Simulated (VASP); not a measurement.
The system is YCuF5.

```
Y Cu F
1.0
    -2.11615    3.47550    4.03327
     2.11615   -3.47550    4.03327
     2.11615    3.47550   -4.03327
Y Cu F
1 1 5
Direct
  0.50000 0.50000 0.00000
  0.00000 0.00000 0.00000
  0.50000 0.00000 0.50000
  0.77434 0.77434 0.00000
  0.22565 0.22565 0.00000
  0.18689 0.50000 0.68689
  0.81311 0.50000 0.31311
```

The cell comes from a database or a generator and needn't be the stable form of this composition.

| Property | Result |
| --- | --- |
| Program | VASP 6.6.1 |
| Task | single point |
| Functional | PBE |
| Potentials or basis | VASP PAW PBE potentials, release 64 (Y_sv, Cu, F) |
| Cutoff | 520 eV |
| k mesh | 7 × 7 × 7 |
| Occupations | fermi-dirac, width 0.05 eV |
| Spin | no spin polarisation |

On this cell: pressure -0.4 GPa; largest force 0.102 eV/Å; band gap on the k mesh none (metal or under the smearing width).

The same run follows on a disturbed copy (atoms moved at random, drawn with an rms of 0.05 Å):

```xyz
7
Lattice="-2.1161 3.4755 4.0333 2.1161 -3.4755 4.0333 2.1161 3.4755 -4.0333" Properties=species:S:1:pos:R:3 pbc="T T T"
Y     0.0078    0.0061    4.0654
Cu    0.0238   -0.0535    0.0517
F    -0.0164    3.4526   -0.0388
F    -0.0164    0.0611    6.2538
F    -0.0605    0.0056    1.8344
F     2.1487    1.3218    0.0219
F     0.0261    2.1596    4.0361
```

**Question.** What changes?

**Answer.** The energy (extrapolated to zero smearing) moves by +7.7 meV/atom; pressure 0.1 GPa; largest force 1.157 eV/Å; band gap on the k mesh none (metal or under the smearing width).

Forces on the atoms (eV/Å):
```
Y   -0.347 -0.262 -0.044
Cu  -0.098  0.243 -1.127
F    0.384  0.053 -0.002
F    0.084 -0.136  0.531
F    0.103 -0.061  0.577
F   -0.061 -0.216  0.051
F   -0.065  0.379  0.014
```

Stress tensor (GPa, compression positive):
```
-0.47  0.05 -0.10
 0.05  0.61  0.05
-0.10  0.05  0.02
```

Caveats: an odd number of electrons without spin polarisation forces a metal; a magnetic or distorted state may lie lower; the run has no spin polarisation, though such a crystal can be magnetic; semilocal functionals often make such compounds metallic where correlation or magnetic order opens a gap, which also shifts bond lengths.
